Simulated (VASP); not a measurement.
All values below come from PBE GGA, VASP's PBE PAW potentials (set 64) (plane waves; VASP).

A VASP calculation is set up with these files.

**KPOINTS**
```
Automatic mesh
0
Gamma
7 7 7
0 0 0
```

POSCAR:
```
KCl
1.0
  0.0000000000   3.1450000000   3.1450000000
  3.1450000000   0.0000000000   3.1450000000
  3.1450000000   3.1450000000   0.0000000000
K Cl
1 1
direct
  0.0000000000   0.0000000000   0.0000000000
  0.5000000000   0.5000000000   0.5000000000
```

### INCAR
```
# general
SYSTEM = KCl
PREC   = Accurate
ENCUT  = 480
LREAL  = F
LASPH  = T

# electronic loop
EDIFF  = 1E-6
NELM   = 100
ALGO   = Normal

# smearing
ISMEAR = 0
SIGMA  = 0.05

# functional
GGA    = PE

# ions
IBRION = 2
NSW    = 60
ISIF   = 3
EDIFFG = -0.01

# output
LWAVE  = F
LCHARG = F
```

POTCAR, in this order: K_sv Cl (PBE.64 set). Program: vasp_std.

The run wrote:

OUTCAR:
```
 ion  position               nearest neighbor table
   1  0.000  0.000  0.000-   2 3.15   2 3.15   2 3.15   2 3.15   2 3.15   2 3.15
   2  0.500  0.500  0.500-   1 3.15   1 3.15   1 3.15   1 3.15   1 3.15   1 3.15
  LATTYP: Found a face centered cubic cell.
 ALAT       =     6.2900000000
 Subroutine PRICEL returns:
 Original cell was already a primitive cell.
 Subroutine GETGRP returns: Found 48 space group operations
The static configuration has the point symmetry O_h .
The dynamic configuration has the point symmetry O_h .
 Subroutine INISYM returns: Found 48 space group operations
 Subroutine IBZKPT returns following result:
 Found     20 irreducible k-points:

 Following reciprocal coordinates:
            Coordinates               Weight
  0.000000  0.000000  0.000000      1.000000
  0.142857  0.000000  0.000000      8.000000
  0.285714  0.000000  0.000000      8.000000
  0.428571  0.000000  0.000000      8.000000
  0.142857  0.142857  0.000000      6.000000
  0.285714  0.142857  0.000000     24.000000
  0.428571  0.142857  0.000000     24.000000
 -0.428571  0.142857  0.000000     24.000000
 -0.285714  0.142857  0.000000     24.000000
...
```

File OSZICAR:
```
       N       E                     dE             d eps       ncg     rms          rms(c)
DAV:   1     0.108128040222E+03    0.10813E+03   -0.72167E+03   480   0.114E+03
DAV:   2    -0.364028732771E+00   -0.10849E+03   -0.99673E+02   616   0.275E+02
DAV:   3    -0.685407187908E+01   -0.64900E+01   -0.64610E+01   608   0.636E+01
DAV:   4    -0.709260625179E+01   -0.23853E+00   -0.23836E+00   836   0.109E+01
DAV:   5    -0.709417135402E+01   -0.15651E-02   -0.15651E-02   628   0.911E-01    0.335E+00
DAV:   6    -0.680407651936E+01    0.29009E+00   -0.54513E-01   576   0.408E+00    0.275E+00
DAV:   7    -0.678907160683E+01    0.15005E-01   -0.13517E-01   608   0.224E+00    0.159E+00
DAV:   8    -0.680162160462E+01   -0.12550E-01   -0.20606E-02   656   0.123E+00    0.188E-01
DAV:   9    -0.680237948099E+01   -0.75788E-03   -0.12462E-03   628   0.240E-01    0.103E-01
DAV:  10    -0.680306423999E+01   -0.68476E-03   -0.70062E-04   560   0.208E-01    0.123E-02
DAV:  11    -0.680307484772E+01   -0.10608E-04   -0.19063E-05   700   0.315E-02    0.589E-03
DAV:  12    -0.680307837322E+01   -0.35255E-05   -0.47462E-06   584   0.170E-02    0.251E-03
DAV:  13    -0.680307850054E+01   -0.12732E-06   -0.41652E-07   476   0.542E-03
   1 F= -.68030785E+01 E0= -.68030785E+01  d E =-.680308E+01
       N       E                     dE             d eps       ncg     rms          rms(c)
DAV:   1    -0.685953833609E+01   -0.56460E-01   -0.11545E+00   544   0.108E+01    0.156E+00
DAV:   2    -0.681711052896E+01    0.42428E-01   -0.10527E-01   624   0.294E+00    0.557E-01
DAV:   3    -0.680791955815E+01    0.91910E-02   -0.26622E-02   824   0.139E+00    0.437E-01
DAV:   4    -0.680798712055E+01   -0.67562E-04   -0.13073E-03   920   0.221E-01    0.211E-01
DAV:   5    -0.680809983246E+01   -0.11271E-03   -0.97636E-04   836   0.174E-01    0.432E-02
DAV:   6    -0.680807959236E+01    0.20240E-04   -0.48163E-05   924   0.609E-02    0.154E-02
DAV:   7    -0.680807567074E+01    0.39216E-05   -0.60611E-06   684   0.217E-02    0.639E-03
DAV:   8    -0.680807710917E+01   -0.14384E-05   -0.57081E-07   392   0.797E-03    0.720E-04
DAV:   9    -0.680807734342E+01   -0.23425E-06   -0.10932E-07   324   0.332E-03
   2 F= -.68080773E+01 E0= -.68080773E+01  d E =-.499884E-02
       N       E                     dE             d eps       ncg     rms          rms(c)
DAV:   1    -0.685610518777E+01   -0.48028E-01   -0.10398E+00   532   0.102E+01    0.148E+00
DAV:   2    -0.681768074293E+01    0.38424E-01   -0.95482E-02   616   0.279E+00    0.526E-01
DAV:   3    -0.680945675114E+01    0.82240E-02   -0.23811E-02   816   0.131E+00    0.412E-01
DAV:   4    -0.680950752158E+01   -0.50770E-04   -0.11887E-03   920   0.212E-01    0.199E-01
DAV:   5    -0.680960693402E+01   -0.99412E-04   -0.88142E-04   848   0.166E-01    0.406E-02
DAV:   6    -0.680958859576E+01    0.18338E-04   -0.44039E-05   912   0.581E-02    0.145E-02
DAV:   7    -0.680958481803E+01    0.37777E-05   -0.54076E-06   652   0.206E-02    0.611E-03
DAV:   8    -0.680958621957E+01   -0.14015E-05   -0.53253E-07   384   0.764E-03    0.660E-04
DAV:   9    -0.680958643451E+01   -0.21494E-06   -0.97693E-08   336   0.311E-03
   3 F= -.68095864E+01 E0= -.68095864E+01  d E =-.650793E-02
```

### OUTCAR
```
------------------------ aborting loop because EDIFF is reached ----------------------------------------
  FORCE on cell =-STRESS in cart. coord.  units (eV):
  Direction    XX          YY          ZZ          XY          YZ          ZX
  --------------------------------------------------------------------------------------
  Total       -0.0012420     -0.0012420     -0.0012420      0.0000000     -0.0000000      0.0000000
  in kB       -0.0306309     -0.0306309     -0.0306309      0.0000000     -0.0000000      0.0000000
  external PRESSURE =      -0.0306309 kB  Pullay stress =       0.0000000 kB
  volume of cell :       64.96
      direct lattice vectors                 reciprocal lattice vectors
    -0.000000000  3.190625730  3.190625730    -0.156709073  0.156709073  0.156709073
     3.190625730 -0.000000000  3.190625730     0.156709073 -0.156709073  0.156709073
     3.190625730  3.190625730  0.000000000     0.156709073  0.156709073 -0.156709073
  FREE ENERGIE OF THE ION-ELECTRON SYSTEM (eV)
  ---------------------------------------------------
  free  energy   TOTEN  =        -6.8095864345 eV

  energy  without entropy=       -6.8095864345  energy(sigma->0) =       -6.80958643

 reached required accuracy - stopping structural energy minimisation
```
(Selected blocks of OUTCAR.)

CONTCAR:
```
KCl
   1.00000000000000
    -0.0000000000000000    3.1906257299115421    3.1906257299115421
     3.1906257299115421   -0.0000000000000000    3.1906257299115421
     3.1906257299115421    3.1906257299115421    0.0000000000000000
  K               Cl
     1     1
Direct
     0.0000000000000000    0.0000000000000000    0.0000000000000000
     0.5000000000000000    0.5000000000000000    0.5000000000000000
```

Energy and stress use the plane-wave basis of the starting cell.

The compound is KCl in the rock salt structure. This run relaxes it. Symmetry was kept, so distortions that lower it aren't found.
